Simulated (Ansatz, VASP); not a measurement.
Two plane-wave programs on BaOs

```
CELL_PARAMETERS angstrom
3.18573 0.00000 0.00000
-1.59287 2.75892 0.00000
0.00000 0.00000 5.24853
ATOMIC_POSITIONS crystal
Ba 0.33333 0.66667 0.50000
Os 0.00000 0.00000 0.00000
```

Alike in both runs: functional PBE; k mesh 6 × 6 × 4; occupations gaussian, width 0.1 eV; no spin polarisation.

Ansatz relaxed the structure, and its values are those at the end. VASP's run is a single point on that final structure, the one shown.

|  | VASP | Ansatz |
| --- | --- | --- |
| version | VASP 6.6.1 | Ansatz 0.2.0 |
| potentials or method | VASP PAW PBE potentials, release 64 (Ba_sv, Os) | scalar-relativistic, plane waves, PAW |
| plane-wave cutoff (eV) | 520 | 420 |
| valence electrons in the cell | 18 | 26 |

|  | VASP | Ansatz | Ansatz less VASP |
| --- | --- | --- | --- |
| gap on the k mesh at the Fermi level (eV) | none | none | - |
| pressure (GPa) | 3.2 | -0.2 | -3.45 |

A gap of «none» marks a metal or a gap that the smearing closes. One of these differences is far larger than is usual between the two programs; its cause wasn't traced. With one functional, cell and mesh, what is left measures potentials, basis and numerics. The two sets of potentials don't hold the same shells in valence.

Caveats: the k mesh is coarse (spacing up to 0.38 Å⁻¹), so the values aren't converged. The runs have no spin-orbit coupling, so splittings on Ba, Os are missing.
